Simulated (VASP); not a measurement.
Here is the system:

```yaml
crystal:
  lattice:
    - [0.01530, 4.03099, 4.01573]
    - [4.03099, 0.01530, 4.01573]
    - [2.02315, 2.02315, 0.00000]
  atoms:
    - { symbol: Pd, position: [0.00000, 0.00000, 0.00000] }
    - { symbol: Au, position: [0.00000, 0.50000, 0.00000] }
    - { symbol: Au, position: [0.50000, 0.00000, 0.00000] }
    - { symbol: Au, position: [0.50000, 0.50000, 0.00000] }
```

Computed with PBEsol GGA, VASP's PBE PAW potentials (set 64) (plane waves; VASP 6.6.1). Run with 400 eV cut-off, 8×8×15 Γ-centred mesh, tetrahedra with Blöchl corrections, potentials Pd Au.

The cores are frozen, which limits the accuracy of field gradients.

Give the principal components of the electric field gradient (V/Å²) and the asymmetry η at each nucleus.

| atom | Vxx | Vyy | Vzz | η |
|---|---|---|---|---|
| Pd1 | -5.2 | -4.8 | 9.9 | 0.04 |
| Au2 | 4.5 | 2.8 | -7.3 | 0.24 |
| Au3 | 4.5 | 2.8 | -7.3 | 0.24 |
| Au4 | 12.9 | 2.3 | -15.2 | 0.70 |

The structure was generated: Au3Pd was put into an ordered model structure (Cmmm), which need not be its known phase. It was relaxed first.
